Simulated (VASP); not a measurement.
Level of theory: PBEsol GGA, VASP's PBE PAW potentials (set 64) (plane waves; VASP).

The input files of a VASP run:

POSCAR:
```
WS2
34.0048910
  0.0925360322   0.0000000000   0.0000000000
 -0.0462680161   0.0801385492   0.0000000000
  0.0000000000   0.0000000000   0.5000000027
W S
1 2
Cart
  0.0000000000   0.0000000000   0.0000000000
 -0.0000000463   0.0534257262   0.4539007372
 -0.0000000463   0.0534257262   0.0460992655
```

INCAR:
```
! general
SYSTEM =WS2
PREC   =Accurate
ENCUT  =400
LREAL  =.False.
LASPH  =.True.
ICHARG =11

! electronic loop
EDIFF  =1E-7
NELM   =100
ALGO   =Normal
LMAXMIX=6

! smearing
ISMEAR =0
SIGMA  =0.05

! functional
GGA    =PS

! output
LWAVE  =.False.
LCHARG =.False.
LORBIT =11
```

File KPOINTS:
```
k-points along high-symmetry lines
10
Line-mode
Reciprocal
  0.000000   0.000000   0.000000 ! GAMMA
  0.500000   0.000000   0.000000 ! M

  0.500000   0.000000   0.000000 ! M
  0.333333   0.333333   0.000000 ! K

  0.333333   0.333333   0.000000 ! K
  0.000000   0.000000   0.000000 ! GAMMA

  0.000000   0.000000   0.000000 ! GAMMA
  0.000000   0.000000   0.500000 ! A

  0.000000   0.000000   0.500000 ! A
  0.500000   0.000000   0.500000 ! L

  0.500000   0.000000   0.500000 ! L
  0.333333   0.333333   0.500000 ! H

  0.333333   0.333333   0.500000 ! H
  0.000000   0.000000   0.500000 ! A

  0.500000   0.000000   0.500000 ! L
  0.500000   0.000000   0.000000 ! M

  0.333333   0.333333   0.500000 ! H
  0.333333   0.333333   0.000000 ! K
```

POTCAR, in this order: W_sv S (PBE.64 set). Program: vasp_std. Read from the step before: CHGCAR.

Output of the run:

### OUTCAR
```
 ion  position               nearest neighbor table
   1  0.000  0.000  0.000-   2 2.40   3 2.40   2 2.40   3 2.40   2 2.40   3 2.40
   2  0.333  0.667  0.908-   1 2.40   1 2.40   1 2.40
   3  0.333  0.667  0.092-   1 2.40   1 2.40   1 2.40
  LATTYP: Found a hexagonal cell.
 ALAT       =     3.1466776899
 C/A-ratio  =     5.4033006452
 Subroutine PRICEL returns:
 Original cell was already a primitive cell.
 Subroutine GETGRP returns: Found 12 space group operations
The static configuration has the point symmetry D_3h.
The dynamic configuration has the point symmetry D_3h.
 Subroutine INISYM returns: Found 12 space group operations
   k-points           NKPTS =     90   k-points in BZ     NKDIM =     90   number of bands    NBANDS=     17
   number of dos      NEDOS =    301   number of ions     NIONS =      3
   total plane-waves  NPLWV =  64512
   dimension x,y,z NGX =    24 NGY =   24 NGZ =  112
   dimension x,y,z NGXF=    48 NGYF=   48 NGZF=  224
   ions per type =               1   2
   PREC   = accura    normal or accurate (medium, high low for compatibility)
   ISTART =      0    job   : 0-new  1-cont  2-samecut
   ICHARG =     11    charge: 1-file 2-atom 10-const
   ISPIN  =      1    spin polarized calculation?
   LNONCOLLINEAR =      F non collinear calculations
   LSORBIT =      F    spin-orbit coupling
...
```

File OSZICAR:
```
       N       E                     dE             d eps       ncg     rms          rms(c)
DAV:   1     0.156856236531E+03    0.15686E+03   -0.11256E+04  3780   0.109E+03
DAV:   2    -0.132271297252E+02   -0.17008E+03   -0.16682E+03  4082   0.269E+02
DAV:   3    -0.244176704594E+02   -0.11191E+02   -0.11067E+02  4229   0.680E+01
DAV:   4    -0.246044142396E+02   -0.18674E+00   -0.18623E+00  4156   0.961E+00
DAV:   5    -0.246091509989E+02   -0.47368E-02   -0.47287E-02  4256   0.148E+00
DAV:   6    -0.246093159257E+02   -0.16493E-03   -0.16485E-03  4449   0.277E-01
DAV:   7    -0.246093231538E+02   -0.72281E-05   -0.72274E-05  4298   0.544E-02
DAV:   8    -0.246093235111E+02   -0.35724E-06   -0.35716E-06  4400   0.109E-02
DAV:   9    -0.246093235319E+02   -0.20857E-07   -0.20880E-07  3794   0.236E-03
   1 F= -.24609324E+02 E0= -.24609324E+02  d E =-.660287E-14
```

### OUTCAR
```
 val. band max:       -1.1603137987   @ k =   0.3333   0.3333   0.0000

 cond. band min:       0.7789195137   @ k =   0.3333   0.3333   0.3333



 k-point     1 :       0.0000    0.0000    0.0000
  band No.  band energies     occupation
      1     -75.0692      2.00000
      2     -39.3458      2.00000
      3     -39.1516      2.00000
      4     -39.1516      2.00000
      5     -16.0462      2.00000
      6     -14.3568      2.00000
      7      -7.6780      2.00000
      8      -4.0076      2.00000
      9      -4.0076      2.00000
     10      -3.3556      2.00000
     11      -2.7276      2.00000
     12      -2.7276      2.00000
     13      -1.2958      2.00000
     14       1.8271      0.00000
     15       1.8271      0.00000
     16       2.0012      0.00000
     17       2.0012      0.00000

 k-point     2 :       0.0556    0.0000    0.0000
  band No.  band energies     occupation
      1     -75.0686      2.00000
      2     -39.3436      2.00000
      3     -39.1633      2.00000
      4     -39.1543      2.00000
      5     -15.9920      2.00000
      6     -14.3368      2.00000
      7      -7.6136      2.00000
      8      -4.1507      2.00000
      9      -3.9542      2.00000
     10      -3.5565      2.00000
     11      -2.8153      2.00000
     12      -2.6189      2.00000
     13      -1.3151      2.00000
     14       1.7680      0.00000
     15       1.8467      0.00000
     16       1.9308      0.00000
     17       1.9497      0.00000

 k-point     3 :       0.1111    0.0000    0.0000
  band No.  band energies     occupation
      1     -75.0668      2.00000
      2     -39.3375      2.00000
      3     -39.1970      2.00000
      4     -39.1621      2.00000
      5     -15.8331      2.00000
      6     -14.2782      2.00000
      7      -7.4279      2.00000
      8      -4.5284      2.00000
      9      -3.9512      2.00000
     10      -3.7995      2.00000
     11      -3.0469      2.00000
     12      -2.5167      2.00000
...
```

The density is held fixed in this step, so its total energy and stress have no physical meaning. The cell holds a wide vacuum, so values per volume refer to the whole cell. Unless said otherwise, spin-orbit coupling is left out, though it shifts the bands of the heavy elements here.

The cell is a sheet with vacuum, built from a database entry that may be metastable or hypothetical.
